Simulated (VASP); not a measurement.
# CoSn with PBE: from relaxation to properties

How well does PBE reproduce what experiment finds for CoSn? The cell is relaxed first, and properties follow on it. The steps: magnetic start: ferromagnetic, magnetic start: antiferromagnetic within the cell, magnetic start: antiferromagnetic, q = (0, 0, 1/2), magnetic start: antiferromagnetic, q = (1/2, 1/2, 1/2), magnetic start: antiferromagnetic, q = (1/2, 1/2, 0), the orders side by side, full relaxation (PBE), second relaxation, density, ELF and potential (PBE), bands along the symmetry lines (PBE), density of states (PBE), vibrations at Γ (PBE), band structure (PBE + SOC) and a single point (PBE) with a changed input. The start is a computed cell from the Materials Project.

Method: PBE, spin-polarised from a ferromagnetic start; plane waves and PAW (Co, Sn_d), in the first sound run; inputs show where later runs differ, in VASP 6.6.1.

Experimental background.

“Fantastic flat bands and where to find them: The CoSn-type compounds” (2020, arxiv:2005.14119) reports for CoSn, hexagonal B35 CoSn-type, by powder x-ray diffraction (Sn-flux grown crystals, 15 K): lattice constant a 5.26926 ± 6e-05 Å; lattice constant c 4.2431 ± 5e-05 Å.

Most raw output is cut from this account.

## Step 1: The starting structure

It takes space group P6/mmm (No. 191, hexagonal). Conventional cell: a = 5.246 Å, b = 5.246 Å, c = 4.188 Å, α = 90.00°, β = 90.00°, γ = 120.00°. Nearest to Co lie 6 Sn at 2.58 to 2.62 Å and 4 Co at 2.62 Å. Nearest to Sn lie 6 Co at 2.58 Å. Nearest to Sn lie 6 Co at 2.62 Å. Farther neighbours are not listed.

As a file:

```cif
data_structure
_symmetry_space_group_name_H-M 'P6/mmm'
_symmetry_Int_Tables_number 191
_cell_length_a 5.2460
_cell_length_b 5.2460
_cell_length_c 4.1876
_cell_angle_alpha 90.000
_cell_angle_beta 90.000
_cell_angle_gamma 120.000
_cell_volume 99.81
loop_
_atom_site_label
_atom_site_type_symbol
_atom_site_symmetry_multiplicity
_atom_site_Wyckoff_symbol
_atom_site_fract_x
_atom_site_fract_y
_atom_site_fract_z
_atom_site_occupancy
Co1 Co 3 f 0.00000 0.50000 0.00000 1
Sn1 Sn 2 d 0.66667 0.33333 0.50000 1
Sn2 Sn 1 a 0.00000 0.00000 0.00000 1
```

## Step 2: Magnetic start: ferromagnetic

The properties of a magnet depend on its order, so a few collinear patterns are compared first on the cell as listed, beginning with all moments parallel. PBE, the usual starting point, adds the gradient of the density.

Contents of INCAR:

```
SYSTEM = CoSn
PREC = Accurate
ENCUT = 400
EDIFF = 1E-06
NELM = 100
ISMEAR = 1
SIGMA = 0.2
LREAL = .FALSE.
ALGO = Normal
GGA = PE
NBANDS = 49
ISPIN = 2
MAGMOM = 2 2 2 0 0 0
LASPH = .TRUE.
LMAXMIX = 4
LORBIT = 11
LWAVE = .FALSE.
LCHARG = .FALSE.
KPAR = 8
ISIF = 2
```

Contents of POSCAR:

```
CoSn
1.0
    5.2460399276      0.0000000000      0.0000000000
   -2.6230199638      4.5432038466      0.0000000000
    0.0000000000      0.0000000000      4.1875903000
Co Sn
3 3
Direct
    0.0000000000      0.5000000000      0.0000000000
    0.5000000000      0.5000000000      0.0000000000
    0.5000000000      0.0000000000      0.0000000000
    0.6666666700      0.3333333300      0.5000000000
    0.3333333300      0.6666666700      0.5000000000
    0.0000000000      0.0000000000      0.0000000000
```

Contents of KPOINTS:

```
Automatic mesh
0
Gamma
5 5 6
0 0 0
```

PAW data sets: Co and Sn_d (PBE family, release 64).

Launch:

```sh
mpirun -np 8 vasp_std
```

The job ended after 14 s (8 MPI ranks of Intel Xeon 6975P-C (Granite Rapids), shared host; peak memory 2.3 GiB).

The k-mesh is coarse for a metal. At this level the cell is under a pressure of 3.8 GPa, so at these settings it is away from equilibrium.

This step gave:

| Item | Value |
| --- | --- |
| SCF cycles | 17 |
| electrons | 69 |
| bands | 49 |
| irreducible k-points | 20 |
| symmetry operations | 24 |
| free energy (TOTEN) | -33.17 eV |
| energy at zero smearing | -33.17 eV |
| Fermi energy | 10.13 eV |
| pressure | 3.784 GPa |
| moment of the cell, from the last line of the log | -0.0063 μB |
| metallic, judged on the points sampled | yes |

Spin moment in the PAW sphere by atom:

| atom | spin moment in the PAW sphere (μB) |
| --- | --- |
| Co1 | -0.0030 |
| Co2 | -0.0030 |
| Co3 | -0.0030 |
| Sn4 | 0.0000 |
| Sn5 | 0.0000 |
| Sn6 | 0.0000 |

The moments fall under 0.1 μB, and the mesh shows no gap.

## Step 3: Magnetic start: antiferromagnetic within the cell

This step: PBE, spin-polarised from a ferrimagnetic start; plane waves and PAW (Co, Sn_d) (VASP 6.6.1).

Next, a pattern with opposite moments.

INCAR: that of step 2 with these lines changed.

```diff
@@ -10,5 +10,5 @@
 GGA = PE
-NBANDS = 49
+NBANDS = 47
 ISPIN = 2
-MAGMOM = 2 2 2 0 0 0
+MAGMOM = 2 -2 2 0 0 0
 LASPH = .TRUE.
```

POSCAR is that of step 2.

KPOINTS is that of step 2.

Launch:

```sh
mpirun -np 8 vasp_std
```

It took 19 s on 8 MPI ranks; peak memory 2.8 GiB; 2.5 min of CPU time.

This step gave:

- bands: 47
- irreducible k-points: 36
- symmetry operations: 8
- pressure: 3.778 GPa
- moment of the cell, from the last line of the log: 0 μB

The energy lies +0.0 meV an atom from the first pattern, and both runs end without moments, so a difference comes from cell, mesh or thresholds alone. The moments fall under 0.1 μB, and the mesh shows no gap.

## Step 4: Magnetic start: antiferromagnetic, q = (0, 0, 1/2)

This step: PBE, spin-polarised from an antiferromagnetic start; plane waves and PAW (Co, Sn_d) (VASP 6.6.1).

System of this step: CoSn. It takes space group P6/mmm (No. 191, hexagonal). The conventional cell has a = 5.246 Å, b = 5.246 Å, c = 4.188 Å, α = 90.00°, β = 90.00°, γ = 120.00°. Nearest to Co lie 6 Sn at 2.58 to 2.62 Å and 4 Co at 2.62 Å. Nearest to Sn lie 6 Co at 2.58 Å. Nearest to Sn lie 6 Co at 2.62 Å. Farther neighbours are not listed.

Next, a pattern with opposite moments, which needs a doubled cell; q is given in the reciprocal vectors of the primitive cell.

INCAR: that of step 3 with these lines changed.

```diff
@@ -10,5 +10,5 @@
 GGA = PE
-NBANDS = 47
+NBANDS = 91
 ISPIN = 2
-MAGMOM = 2 -2 2 0 0 0
+MAGMOM = 2 -2 2 -2 2 -2 0 0 0 0 0 0
 LASPH = .TRUE.
```

Contents of POSCAR:

```
CoSn
1.0
    5.2460399276      0.0000000000      0.0000000000
   -2.6230199638      4.5432038466      0.0000000000
    0.0000000000      0.0000000000      8.3751806000
Co Sn
6 6
Direct
    0.0000000000      0.5000000000      0.0000000000
    0.0000000000      0.5000000000      0.5000000000
    0.5000000000      0.5000000000      0.0000000000
    0.5000000000      0.5000000000      0.5000000000
    0.5000000000      0.0000000000      0.0000000000
    0.5000000000      0.0000000000      0.5000000000
    0.6666666700      0.3333333300      0.2500000000
    0.6666666700      0.3333333300      0.7500000000
    0.3333333300      0.6666666700      0.2500000000
    0.3333333300      0.6666666700      0.7500000000
    0.0000000000      0.0000000000      0.0000000000
    0.0000000000      0.0000000000      0.5000000000
```

Contents of KPOINTS:

```
Automatic mesh
0
Gamma
5 5 3
0 0 0
```

Launch:

```sh
mpirun -np 8 vasp_std
```

Elapsed: 41 s, on 8 MPI ranks; peak memory 3.4 GiB.

This step gave:

```
SCF cycles              : 18
electrons               : 138
bands                   : 91
irreducible k-points    : 10
symmetry operations     : 24
free energy (TOTEN)     : -66.3408 eV
energy at zero smearing : -66.3480 eV
pressure                : 3.781 GPa
```

The spin moment in the PAW sphere vanishes on all atoms.

The energy lies +0.0 meV an atom from the first pattern, and both runs end without moments, so a difference comes from cell, mesh or thresholds alone. The moments fall under 0.1 μB, and the mesh shows no gap.

## Step 5: Magnetic start: antiferromagnetic, q = (1/2, 1/2, 1/2)

INCAR is that of step 4.

Contents of POSCAR:

```
CoSn
1.0
    2.6230199638      4.5432038466      0.0000000000
    5.2460399276      0.0000000000      4.1875903000
    5.2460399276      0.0000000000     -4.1875903000
Co Sn
6 6
Direct
    0.5000000000      0.7500000000      0.7500000000
    0.5000000000      0.2500000000      0.2500000000
    0.5000000000      0.0000000000      0.0000000000
    0.5000000000      0.5000000000      0.5000000000
    0.0000000000      0.2500000000      0.2500000000
    0.0000000000      0.7500000000      0.7500000000
    0.3333333300      0.4166666700      0.9166666700
    0.3333333300      0.9166666700      0.4166666700
    0.6666666700      0.0833333300      0.5833333300
    0.6666666700      0.5833333300      0.0833333300
    0.0000000000      0.0000000000      0.0000000000
    0.0000000000      0.5000000000      0.5000000000
```

Contents of KPOINTS:

```
Automatic mesh
0
Gamma
5 5 5
0 0 0
```

Launch:

```sh
mpirun -np 8 vasp_std
```

Wall time 80 s (8 MPI ranks); peak memory 5.1 GiB.

At this level the cell is under a pressure of 3.7 GPa, so at these settings it is away from equilibrium.

Numbers from this step:

```
irreducible k-points    : 27
symmetry operations     : 4
free energy (TOTEN)     : -66.4087 eV
energy at zero smearing : -66.4288 eV
Fermi energy            : 10.14 eV
pressure                : 3.651 GPa
```

The energy lies -6.7 meV an atom from the first pattern, and both runs end without moments, so a difference comes from cell, mesh or thresholds alone. The moments fall under 0.1 μB, and the mesh shows no gap.

## Step 6: Magnetic start: antiferromagnetic, q = (1/2, 1/2, 0)

INCAR is that of step 5.

Contents of POSCAR:

```
CoSn
1.0
   10.4920798552      0.0000000000      0.0000000000
    2.6230199638      4.5432038466      0.0000000000
    0.0000000000      0.0000000000      4.1875903000
Co Sn
6 6
Direct
    0.7500000000      0.5000000000      0.0000000000
    0.2500000000      0.5000000000      0.0000000000
    0.0000000000      0.5000000000      0.0000000000
    0.5000000000      0.5000000000      0.0000000000
    0.2500000000      0.0000000000      0.0000000000
    0.7500000000      0.0000000000      0.0000000000
    0.1666666700      0.3333333300      0.5000000000
    0.6666666700      0.3333333300      0.5000000000
    0.8333333300      0.6666666700      0.5000000000
    0.3333333300      0.6666666700      0.5000000000
    0.0000000000      0.0000000000      0.0000000000
    0.5000000000      0.0000000000      0.0000000000
```

Contents of KPOINTS:

```
Automatic mesh
0
Gamma
5 5 6
0 0 0
```

Launch:

```sh
mpirun -np 8 vasp_std
```

Elapsed: 1.8 min, on 8 MPI ranks; peak memory 5.8 GiB.

Numbers from this step:

```yaml
scf_cycles: 20
irreducible_k_points: 36
free_energy_toten: -66.3394 eV
energy_at_zero_smearing: -66.3474 eV
pressure: 3.758 GPa
```

The energy lies +0.1 meV an atom from the first pattern, and both runs end without moments, so a difference comes from cell, mesh or thresholds alone. The moments fall under 0.1 μB, and the mesh shows no gap.

## Step 7: The orders side by side

This step: collinear orders at PBE; plane waves and PAW (VASP 6.6.1).

This step runs nothing: it gathers the runs above.

Patterns, by row:

| start | atoms | energy less that of the first (meV/atom) | largest site moment (μB) | end state |
| --- | --- | --- | --- | --- |
| ferromagnetic | 6 | 0 | 0 | non-magnetic |
| antiferromagnetic within the cell | 6 | 0 | 0 | non-magnetic |
| antiferromagnetic, q = (0, 0, 1/2) | 12 | 0 | 0 | non-magnetic |
| antiferromagnetic, q = (1/2, 1/2, 1/2) | 12 | -6.7 | 0 | non-magnetic |
| antiferromagnetic, q = (1/2, 1/2, 0) | 12 | 0.1 | 0 | non-magnetic |

All patterns lost their moments. Runs that ended non-magnetic differ by up to 6.8 meV an atom among themselves, which can come from the unlike meshes of the cells or from a run that isn't fully settled. The session goes on with moments started at or near zero.

## Step 8: Full relaxation (PBE)

This step: PBE, zero-moment start; plane waves and PAW (Co, Sn_d) (VASP 6.6.1).

System of this step: CoSn. The structure is hexagonal, space group P6/mmm (No. 191). Conventional cell: a = 5.246 Å, b = 5.246 Å, c = 4.188 Å, α = 90.00°, β = 90.00°, γ = 120.00°. Nearest to Co lie 6 Sn at 2.58 to 2.62 Å and 4 Co at 2.62 Å. Nearest to Sn lie 6 Co at 2.58 Å. Nearest to Sn lie 6 Co at 2.62 Å. Farther neighbours are not listed.

Properties are meant for the cell that this level of theory prefers, so cell and atoms are relaxed first (ISIF = 3) until forces and stress are small; EDIFFG sets the threshold.

INCAR: that of step 6 with these lines changed.

```diff
@@ -10,5 +10,5 @@
 GGA = PE
-NBANDS = 91
+NBANDS = 45
 ISPIN = 2
-MAGMOM = 2 -2 2 -2 2 -2 0 0 0 0 0 0
+MAGMOM = -0 -0 -0 0 0 0
 LASPH = .TRUE.
@@ -19,2 +19,5 @@
 KPAR = 8
-ISIF = 2
+IBRION = 2
+NSW = 60
+ISIF = 3
+EDIFFG = -0.01
```

Contents of POSCAR:

```
CoSn
1.0
    5.2460399276      0.0000000000      0.0000000000
   -2.6230199638      4.5432038466      0.0000000000
    0.0000000000      0.0000000000      4.1875903000
Co Sn
3 3
Direct
    0.0000000000      0.5000000000      0.0000000000
    0.5000000000      0.5000000000      0.0000000000
    0.5000000000      0.0000000000      0.0000000000
    0.6666666700      0.3333333300      0.5000000000
    0.3333333300      0.6666666700      0.5000000000
    0.0000000000      0.0000000000      0.0000000000
```

Contents of KPOINTS:

```
Automatic mesh
0
Gamma
6 6 7
0 0 0
```

Launch:

```sh
mpirun -np 8 vasp_std
```

Run time: 46 s. Hardware: 8 MPI ranks; peak memory 2.6 GiB.

This run allows spin, but its moments start at zero, where symmetry between the spins tends to hold them, which is where the search above led. Its electron count is odd, so without a moment it is a metal by construction. The run keeps the 24 symmetry operations of its start, so it cannot find a distortion of lower symmetry.

Step by step:

| step | energy less that of the first step (eV) | largest force (eV/Å) | pressure (GPa) | volume (Å³) |
| --- | --- | --- | --- | --- |
| 1 | 0.0000 | 0.0000 | 3.75 | 99.81 |
| 2 | 0.0057 | 0.0000 | -3.57 | 105.53 |
| 3 | -0.0296 | 0.0000 | 0.03 | 102.46 |
| 4 | -0.0296 | 0.0000 | -0.06 | 102.51 |
| 5 | -0.0297 | 0.0000 | 0.04 | 102.42 |

| conventional cell, symmetrised | before | after | change |
| --- | --- | --- | --- |
| a (Å) | 5.246 | 5.295 | +0.9 % |
| b (Å) | 5.246 | 5.295 | +0.9 % |
| c (Å) | 4.188 | 4.218 | +0.7 % |
| volume (Å³/atom) | 16.63 | 17.07 | +2.6 % |

Final coordinates:

```xyz
6
Lattice="5.2951 0.0000 0.0000 -2.6476 4.5857 0.0000 0.0000 0.0000 4.2181" Properties=species:S:1:pos:R:3 pbc="T T T"
Co   -1.3238    2.2929    0.0000
Co    1.3238    2.2929    0.0000
Co    2.6476    0.0000    0.0000
Sn    2.6476    1.5286    2.1091
Sn    0.0000    3.0571    2.1091
Sn    0.0000    0.0000    0.0000
```

Numbers from this step:

```
electrons                       : 69
bands                           : 45
irreducible k-points            : 28
symmetry operations             : 24
free energy (TOTEN)             : -33.23 eV
energy at zero smearing         : -33.24 eV
Fermi energy                    : 9.832 eV
pressure                        : 0.03926 GPa
SCF cycles over all ionic steps : 46
```

It ends with forces that vanish by symmetry and a pressure of 0.04 GPa.

## Step 9: Second relaxation

The basis stayed that of the start cell while the cell moved. A rerun from the cell reached resets it; the error of the finite cutoff stays. The mesh changes with the cell too.

INCAR is that of step 8.

POSCAR: that of step 8 with these lines changed.

```diff
@@ -2,5 +2,5 @@
 1.0
-    5.2460399276      0.0000000000      0.0000000000
-   -2.6230199638      4.5432038466      0.0000000000
-    0.0000000000      0.0000000000      4.1875903000
+    5.2951360506      0.0000000000      0.0000000000
+   -2.6475680253      4.5857223363      0.0000000000
+    0.0000000000      0.0000000000      4.2181290092
 Co Sn
```

Contents of KPOINTS:

```
Automatic mesh
0
Gamma
6 6 6
0 0 0
```

Launch:

```sh
mpirun -np 8 vasp_std
```

It took 50 s on 8 MPI ranks; peak memory 2.6 GiB; 6.5 min of CPU time.

Step by step:

| step | energy less that of the first step (eV) | largest force (eV/Å) | pressure (GPa) | volume (Å³) |
| --- | --- | --- | --- | --- |
| 1 | 0.0000 | 0.0000 | 0.28 | 102.42 |
| 2 | 0.0000 | 0.0000 | -0.47 | 102.87 |
| 3 | -0.0002 | 0.0000 | -0.02 | 102.65 |
| 4 | -0.0002 | 0.0000 | -0.11 | 102.68 |
| 5 | -0.0002 | 0.0000 | -0.09 | 102.67 |
| 6 | -0.0002 | 0.0000 | -0.08 | 102.66 |
| 7 | -0.0003 | 0.0000 | -0.03 | 102.60 |

| conventional cell, symmetrised | before | after | change |
| --- | --- | --- | --- |
| a (Å) | 5.295 | 5.294 | -0.0 % |
| b (Å) | 5.295 | 5.294 | -0.0 % |
| c (Å) | 4.218 | 4.228 | +0.2 % |
| volume (Å³/atom) | 17.07 | 17.10 | +0.2 % |

Final coordinates:

```xyz
6
Lattice="5.2937 0.0000 0.0000 -2.6469 4.5845 0.0000 0.0000 0.0000 4.2277" Properties=species:S:1:pos:R:3 pbc="T T T"
Co   -1.3234    2.2923    0.0000
Co    1.3234    2.2923    0.0000
Co    2.6469    0.0000    0.0000
Sn    2.6469    1.5282    2.1138
Sn    0.0000    3.0563    2.1138
Sn    0.0000    0.0000    0.0000
```

Numbers from this step:

```
free energy (TOTEN)             : -33.21 eV
energy at zero smearing         : -33.21 eV
Fermi energy                    : 9.762 eV
pressure                        : -0.03103 GPa
SCF cycles over all ionic steps : 48
```

It ends with forces that vanish by symmetry and a pressure of -0.03 GPa.

(Continued in part 2 of 3.)

[Lines on the potential files, build, host, timing and source positions are cut from VASP's logs without a mark.]

[Logs are printed without paths, hosts, clocks, repeated set-up lines and the standing remarks that a program may print on its own settings, such as how far it seeks lower states.]

[Hosts, paths, dates, database ids (printed as entryN), source tags and the programs' standing remarks are cut or masked in the printed files.]

[A measured line is paired with the nearest computed mode of its activity, which favours agreement.]

[In band tables of VASP the shares of atoms and orbitals are scaled to a sum of 1 inside the atoms' spheres.]
